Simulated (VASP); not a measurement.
# In2WSe3 (P-6m2) in VASP: elastic constants with PBE

Aim: the elastic constants of In2WSe3 with PBE.

Everything below comes from runs of VASP 6.6.1. Logs are shortened: lines on timing, memory, paths and dates and some standing lists are left out, and cuts for length are marked.

**1. The crystal as given**

The structure is hexagonal, space group P-6m2 (No. 187). The conventional cell has a = 3.473 Å, b = 3.473 Å, c = 15.407 Å, α = 90.00°, β = 90.00°, γ = 120.00°. In (site symmetry 3m) has 3 Se at 2.89 Å as nearest neighbours. W (site symmetry -6m2) is surrounded by 6 Se at 2.58 Å. Around Se (site symmetry 3m) lie 3 W at 2.58 Å. Around Se (site symmetry -6m2) lie 6 In at 2.89 Å.

The cell was built by a generator and needn't be a form met in nature.

**2. Elastic constants, PBE**

POSCAR reads:

```
In2WSe3
1.0
    3.4730180000      0.0000000000      0.0000000000
   -1.7365090000      3.0077220000      0.0000000000
    0.0000000000      0.0000000000     15.4070100000
In W Se
2 1 3
Direct
    0.6666670000      0.3333330000      0.6349230000
    0.6666670000      0.3333330000      0.3650770000
    0.0000000000      0.0000000000      0.0000000000
    0.3333330000      0.6666670000      0.8943480000
    0.3333330000      0.6666670000      0.1056520000
    0.0000000000      0.0000000000      0.5000000000
```

INCAR.step1 reads:

```
PREC = Accurate ; ENCUT = 520
EDIFF = 1E-8 ; ISMEAR = 0
SIGMA = 0.1 ; LREAL = F
LASPH = T ; NELM = 100
ALGO = Normal ; ISIF = 3
LWAVE = F ; LCHARG = F
GGA = PE ; KPAR = 8
IBRION = 2 ; NSW = 40
EDIFFG = -0.002
```

INCAR.step2 reads:

```
PREC = Accurate ; ENCUT = 520
EDIFF = 1E-8 ; ISMEAR = 0
SIGMA = 0.1 ; LREAL = F
LASPH = T ; NELM = 100
ALGO = Normal ; ISIF = 3
LWAVE = F ; LCHARG = F
GGA = PE ; KPAR = 8
IBRION = 6 ; NFREE = 2
POTIM = 0.015 ; NSW = 1
```

KPOINTS reads:

```
regular mesh
0
Gamma
  8 8 2
```

Potentials or basis: VASP PAW PBE potentials, release 64 (In_d, W_sv, Se).

Launch:

```sh
$ cat potpaw_PBE.64/In_d/POTCAR potpaw_PBE.64/W_sv/POTCAR potpaw_PBE.64/Se/POTCAR > POTCAR
$ cp INCAR.step1 INCAR
$ mpirun -np 8 vasp_std > vasp.out
$ cp CONTCAR POSCAR
$ cp INCAR.step2 INCAR
$ mpirun -np 8 vasp_std > vasp.out
```

OUTCAR:

```text
PREC = Accurate
   ENCUT = 520
   EDIFF = 1E-8
   ISMEAR = 0
   LREAL = F
   LASPH = T
   NELM = 100
   ISIF = 3
   GGA = PE
   IBRION = 6
   NFREE = 2
   POTIM = 0.015
   NSW = 1

 ion  position               nearest neighbor table
   1  0.667  0.333  0.634-   6 2.89   6 2.89   6 2.89
   2  0.667  0.333  0.366-   6 2.89   6 2.89   6 2.89
   3  0.000  0.000  0.000-   4 2.58   5 2.58   4 2.58   5 2.58   4 2.58   5 2.58
   4  0.333  0.667  0.895-   3 2.58   3 2.58   3 2.58
   5  0.333  0.667  0.105-   3 2.58   3 2.58   3 2.58
   6  0.000  0.000  0.500-   1 2.89   2 2.89   1 2.89   2 2.89   1 2.89   2 2.89

  LATTYP: Found a hexagonal cell.
 ALAT       =     3.4789293245
 C/A-ratio  =     4.4379244983

  Lattice vectors:

 A1 = (   3.4789293245,   0.0000000000,   0.0000000000)
 A2 = (  -1.7394646622,   3.0128413581,   0.0000000000)
 A3 = (   0.0000000000,   0.0000000000,  15.4392256769)

Analysis of symmetry for initial positions (statically):
=====================================================================
 Subroutine PRICEL returns:
 Original cell was already a primitive cell.

 Routine SETGRP: Setting up the symmetry group for a
 hexagonal supercell.

 Subroutine GETGRP returns: Found 12 space group operations
 (whereof 12 operations were pure point group operations)
 out of a pool of 24 trial point group operations.

The static configuration has the point symmetry D_3h.

Analysis of symmetry for dynamics (positions and initial velocities):
=====================================================================
 Subroutine PRICEL returns:
 Original cell was already a primitive cell.

 Routine SETGRP: Setting up the symmetry group for a
 hexagonal supercell.

 Subroutine GETGRP returns: Found 12 space group operations
 (whereof 12 operations were pure point group operations)
 out of a pool of 24 trial point group operations.

The dynamic configuration has the point symmetry D_3h.

 Subroutine INISYM returns: Found 12 space group operations
 (whereof 12 operations are pure point group operations),
 and found     1 'primitive' translations

----------------------------------------------------------------------------------------

                                     Primitive cell

  volume of cell :     161.8257

  direct lattice vectors                    reciprocal lattice vectors
     3.478929324  0.000000000  0.000000000     0.287444759  0.165956299  0.000000000
    -1.739464662  3.012841358  0.000000000     0.000000000  0.331912597  0.000000000
     0.000000000  0.000000000 15.439225677     0.000000000  0.000000000  0.064770088

  length of vectors
     3.478929324  3.478929485 15.439225677     0.331912612  0.331912597  0.064770088

  position of ions in fractional coordinates (direct lattice)
     0.666667000  0.333333000  0.634379705
     0.666667000  0.333333000  0.365620295
     0.000000000  0.000000000  0.000000000
     0.333333000  0.666667000  0.894681307
     0.333333000  0.666667000  0.105318693
     0.000000000  0.000000000  0.500000000

  ion indices of the primitive-cell ions
   primitive index   ion index
                 1           1
                 2           2
                 3           3
                 4           4
                 5           5
                 6           6

----------------------------------------------------------------------------------------

 KPOINTS: regular mesh

Automatic generation of k-mesh.
 Grid dimensions read from file:
[... 112 lines left out ...]

------------------------ aborting loop because EDIFF is reached ----------------------------------------

  FORCE on cell =-STRESS in cart. coord.  units (eV):
  Direction    XX          YY          ZZ          XY          YZ          ZX
  --------------------------------------------------------------------------------------
  -------------------------------------------------------------------------------------
  Total        0.0069738      0.0069738     -0.0075926      0.0000000     -0.0000000      0.0000000
  in kB        0.0690447      0.0690447     -0.0751712      0.0000000     -0.0000000      0.0000000
  external PRESSURE =       0.0209727 kB  Pullay stress =       0.0000000 kB
[... 101 lines left out ...]
  FREE ENERGIE OF THE ION-ELECTRON SYSTEM (eV)
  ---------------------------------------------------
  free  energy   TOTEN  =       -30.2606105626 eV

  energy  without entropy=      -30.2529499521  energy(sigma->0) =      -30.25678026

 E-fermi :   5.1377     XC(G=0):  -9.4271

 val. band max:        5.0775853755   @ k =   0.1250   0.0000   0.5000
 cond. band min:       5.2670993460   @ k =   0.3750   0.2500   0.5000
 fundamental gap:      0.1895139705
 Fermi energy:         5.1376865597

 k-point     1 :       0.0000    0.0000    0.0000
  band No.  band energies     occupation
      1     -70.0967      2.00000
      2     -34.2585      2.00000
      3     -34.2585      2.00000
      4     -34.2301      2.00000
      5     -10.2885      2.00000
      6      -9.4634      2.00000
[... 729 lines left out ...]
     33       7.0074      0.00000
     34       7.3130      0.00000

[... ionic steps 4 to 26 ...]

--------------------------------------- Ionic step       27  -------------------------------------------

 number of electron      58.0000000 magnetization

------------------------ aborting loop because EDIFF is reached ----------------------------------------
[... 75 lines left out ...]
--------------------------------------- Ionic step       29  -------------------------------------------

 number of electron      57.9999999 magnetization

 Free energy of the ion-electron system (eV)
  ---------------------------------------------------
  ext. energy  EPLUGINS =         0.00000000
  ---------------------------------------------------
  free energy    TOTEN  =       -30.27082881 eV

  energy without entropy =      -30.26410771  energy(sigma->0) =      -30.26746826

 E-fermi :   5.0891     XC(G=0):  -9.3545

 val. band max:        5.0429974761   @ k =   0.1250   0.0000   0.0000
 cond. band min:       5.1845232919   @ k =   0.3750   0.2500   0.5000
 fundamental gap:      0.1415258158
 Fermi energy:         5.0890725290

 k-point     1 :       0.0000    0.0000    0.0000
  band No.  band energies     occupation
      1     -70.2437      2.00000
      2     -34.3909      2.00000
      3     -34.3909      2.00000
      4     -34.3709      2.00000
      5     -10.3253      2.00000
      6      -9.5998      2.00000
[... 762 lines left out ...]
  FREE ENERGIE OF THE ION-ELECTRON SYSTEM (eV)
  ---------------------------------------------------
  free  energy   TOTEN  =       -30.2708288058 eV

  energy  without entropy=      -30.2641077135  energy(sigma->0) =      -30.26746826

 INTERNAL STRAIN TENSORS FROM STRAINED CELLS
 ============================================

 INTERNAL STRAIN TENSOR FOR ION    1 for displacements in x,y,z  (eV/Angst):
          X           Y           Z          XY          YZ          ZX
  --------------------------------------------------------------------------------
  x     0.00000     0.00000    -0.00000    -1.53603    -0.00000    -1.83461
  y    -1.56518     1.64327    -0.00000    -0.00003    -1.83493    -0.00000
  z    -4.42807    -4.48288   -10.37460    -0.00014     0.00340     0.00125

 INTERNAL STRAIN TENSORS FROM DISPLACED ATOMS
 ============================================

 INTERNAL STRAIN TENSOR FOR ION    1 for displacements in x,y,z  (eV/Angst):
          X           Y           Z          XY          YZ          ZX
  --------------------------------------------------------------------------------
  x     0.00000    -0.00000     0.00000    -1.56048     0.00000    -1.83051
  y    -1.56048     1.56048     0.00000     0.00000    -1.83052     0.00000
  z    -4.35815    -4.35815   -10.24913     0.00000     0.00000     0.00000

 INTERNAL STRAIN TENSOR FOR ION    6 for displacements in x,y,z  (eV/Angst):
          X           Y           Z          XY          YZ          ZX
  --------------------------------------------------------------------------------
  x     0.00000     0.00000     0.00000     3.19085     0.00000     0.00000
  y     3.19085    -3.19085     0.00000     0.00000     0.00000     0.00000
  z     0.00000     0.00000     0.00000     0.00000     0.00000     0.00000

 Eigenvectors and eigenvalues of the dynamical matrix
 ----------------------------------------------------

   1 f  =    8.410290 THz    52.843408 2PiTHz  280.537063 cm-1    34.782147 meV
             X         Y         Z           dx          dy          dz
      1.739466  1.004279  9.794331     0.000000    0.000000   -0.003428
      1.739466  1.004279  5.644894     0.000000    0.000000   -0.003428
      0.000000  0.000000  0.000000    -0.000000    0.000000   -0.679872
     -0.000002  2.008562 13.813187    -0.000000   -0.000000    0.518496
     -0.000002  2.008562  1.626039    -0.000000   -0.000000    0.518496
      0.000000  0.000000  7.719613    -0.000000   -0.000000    0.008594
[... 145 lines left out ...]
  18 f/i=    0.065485 THz     0.411454 2PiTHz    2.184344 cm-1     0.270824 meV
             X         Y         Z           dx          dy          dz
      1.739466  1.004279  9.794331     0.000002   -0.547885    0.000000
      1.739466  1.004279  5.644894     0.000002   -0.547885    0.000000
      0.000000  0.000000  0.000000    -0.000001    0.321052    0.000000
     -0.000002  2.008562 13.813187    -0.000001    0.210575    0.000000
     -0.000002  2.008562  1.626039    -0.000001    0.210575    0.000000
      0.000000  0.000000  7.719613     0.000002   -0.455946    0.000000

--------------------------------------------------------------------------------------------------------

 ELASTIC MODULI CONTR FROM IONIC RELAXATION (kBar)
 Direction    XX          YY          ZZ          XY          YZ          ZX
 --------------------------------------------------------------------------------
 XX        -250.7856   -106.8602   -474.7866      0.0000     -0.0000      0.0000
 YY        -106.8602   -250.7856   -474.7867      0.0000      0.0000     -0.0000
 ZZ        -474.7866   -474.7867  -1273.7579      0.0000     -0.0000      0.0000
 XY           0.0000      0.0000      0.0000    -71.9627     -0.0000     -0.0000
 YZ          -0.0000      0.0000     -0.0000     -0.0000   -465.6936     -0.0000
 ZX           0.0000     -0.0000      0.0000     -0.0000     -0.0000   -465.6928
 --------------------------------------------------------------------------------

 TOTAL ELASTIC MODULI (kBar)
 Direction    XX          YY          ZZ          XY          YZ          ZX
 --------------------------------------------------------------------------------
 XX         690.2525    292.4452     19.0115      0.0000     -0.0000      0.0000
 YY         292.4452    690.2527     19.0115      0.0000      0.0000     -0.0000
 ZZ          19.0115     19.0115     64.1964      0.0000     -0.0000      0.0000
 XY           0.0000      0.0000      0.0000    198.9037     -0.0000     -0.0000
 YZ          -0.0000      0.0000     -0.0000     -0.0000     -0.9882     -0.0000
 ZX           0.0000     -0.0000      0.0000     -0.0000     -0.0000     -0.9878
 --------------------------------------------------------------------------------
```

Run time: 31 min. Hardware: 8 MPI ranks of Intel Xeon Platinum 8488C (Sapphire Rapids), shared host; peak memory 0.8 GiB.

What came out:

```
Relaxed volume                                          : 26.97 Å³/atom
Relaxed cell                                            : a = 3.479 Å, b = 3.479 Å, c = 15.439 Å, α = 90.00°, β = 90.00°, γ = 120.00°
Space group after relaxing (to 0.05 Å)                  : P-6m2 (No. 187)
Voigt bulk modulus                                      : 23 GPa
Highest phonon frequency at Γ, LO-TO splitting left out : 281 cm⁻¹
```

Step by step:
| step | energy change (eV) | largest force (eV/Å) | pressure (GPa) | volume (Å³) |
| --- | --- | --- | --- | --- |
| 1 | 0.0000 | 0.0055 | 0.11 | 160.94 |
| 2 | -0.0002 | 0.0259 | -0.05 | 161.38 |
| 3 | -0.0002 | 0.0242 | -0.04 | 161.35 |
| 4 | -0.0003 | 0.0100 | 0.01 | 161.39 |
| 5 | -0.0003 | 0.0084 | 0.00 | 161.38 |
| 6 | -0.0003 | 0.0085 | 0.00 | 161.38 |
| 7 | -0.0003 | 0.0063 | 0.00 | 161.38 |
| 8 | -0.0003 | 0.0042 | 0.00 | 161.38 |
| 9 | -0.0003 | 0.0032 | 0.00 | 161.38 |
| 10 | -0.0003 | 0.0026 | 0.00 | 161.38 |
| 11 | -0.0003 | 0.0022 | 0.00 | 161.39 |
| 12 | -0.0003 | 0.0008 | 0.01 | 161.41 |
| 13 | -0.0003 | 0.0022 | 0.03 | 161.46 |
| 14 | -0.0003 | 0.0081 | 0.05 | 161.56 |
| 15 | -0.0003 | 0.0040 | 0.03 | 161.49 |
| 16 | -0.0003 | 0.0038 | 0.03 | 161.49 |
| 17 | -0.0003 | 0.0036 | 0.03 | 161.50 |
| 18 | -0.0003 | 0.0030 | 0.03 | 161.52 |
| 19 | -0.0003 | 0.0018 | 0.03 | 161.55 |
| 20 | -0.0003 | 0.0005 | 0.02 | 161.62 |
| 21 | -0.0004 | 0.0051 | 0.00 | 161.76 |
| 22 | -0.0004 | 0.0043 | 0.00 | 161.77 |
| 23 | -0.0004 | 0.0019 | 0.00 | 161.83 |

Final structure:
```yaml
crystal:
  lattice:
    - [3.47893, 0.00000, 0.00000]
    - [-1.73946, 3.01284, 0.00000]
    - [0.00000, 0.00000, 15.43923]
  atoms:
    - { symbol: In, position: [0.66667, 0.33333, 0.63438] }
    - { symbol: In, position: [0.66667, 0.33333, 0.36562] }
    - { symbol: W, position: [0.00000, 0.00000, 0.00000] }
    - { symbol: Se, position: [0.33333, 0.66667, 0.89468] }
    - { symbol: Se, position: [0.33333, 0.66667, 0.10532] }
    - { symbol: Se, position: [0.00000, 0.00000, 0.50000] }
```

Phonon frequencies in cm⁻¹ (negative: imaginary):
```
              q point                                                 frequencies
(0.000, 0.000, 0.000)  -2 -2 0 1 1 13 46 46 94 94 106 153 160 160 224 224 235 281
```

Elastic tensor in Voigt notation (GPa, in the Cartesian axes of the cell as first typed):
```
69 29  2  0  0  0
29 69  2  0  0  0
 2  2  6  0  0  0
 0  0  0  0  0  0
 0  0  0  0  0  0
 0  0  0  0  0 20
```

Clamped-ion elastic tensor (GPa):
```
 94  40  49   0   0   0
 40  94  49   0   0   0
 49  49 134   0   0   0
  0   0   0  46   0   0
  0   0   0   0  46   0
  0   0   0   0   0  27
```

Caveat: the elastic tensor has a negative eigenvalue, so either the cell is unstable as it stands or the mesh is too thin; this functional lacks dispersion, which binds the layers, so the pressure and a relaxed spacing across them are unreliable.
